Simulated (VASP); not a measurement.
Write the native input for VASP 6.6.1 that does the following.

```
Task                   : single point
Functional             : LDA
Potentials or basis    : VASP PAW LDA potentials, release 64 (Cu)
Cutoff                 : 350 eV
k mesh                 : 10 × 10 × 10
Occupations            : gaussian, width 0.1 eV
Spin                   : no spin polarisation
Further INCAR settings : ALGO = Normal; EDIFF = 1e-07; NBANDS = 12
```

The structure of Cu lies in POSCAR:

```
Cu                                      
1.0
   -0.0000000000      1.7440570113      1.7440570113
    1.7440570113     -0.0000000000      1.7440570113
    1.7440570113      1.7440570113      0.0000000000
  Cu            
     1
Direct
     0.0000000000000000    0.0000000000000000    0.0000000000000000
```

The cell isn't the ideal one: a relaxed cell with its volume scaled by 0.97.

One way to write it, as run:

INCAR

```
SYSTEM = Cu
ALGO = Normal ; EDIFF = 1E-7
ENCUT = 350 ; ISIF = 2
ISMEAR = 0 ; LASPH = .True.
LCHARG = .False. ; LREAL = .False.
LWAVE = .False. ; NBANDS = 12
NELM = 80 ; PREC = Accurate
SIGMA = 0.1
```

KPOINTS

```
k-points
0
Gamma
  10 10 10
  0 0 0
```

Potentials or basis: VASP PAW LDA potentials, release 64 (Cu).

Launch:

```sh
$ cat potpaw_LDA.64/Cu/POTCAR > POTCAR
$ mpirun -np 1 vasp_std > vasp.out
```

It gave:

- Pressure: 6.0 GPa
- Band gap on the k mesh: none (metal or under the smearing width)

Caveat: the cutoff is under 1.25 times the usual one of these potentials, so pressure, stress and relaxed cells hold a basis-set (Pulay) error.

It took 1.9 s on 1 thread of Intel(R) Xeon(R) 6975P-C (Granite Rapids) (shared host), peak memory 0.11 GiB.
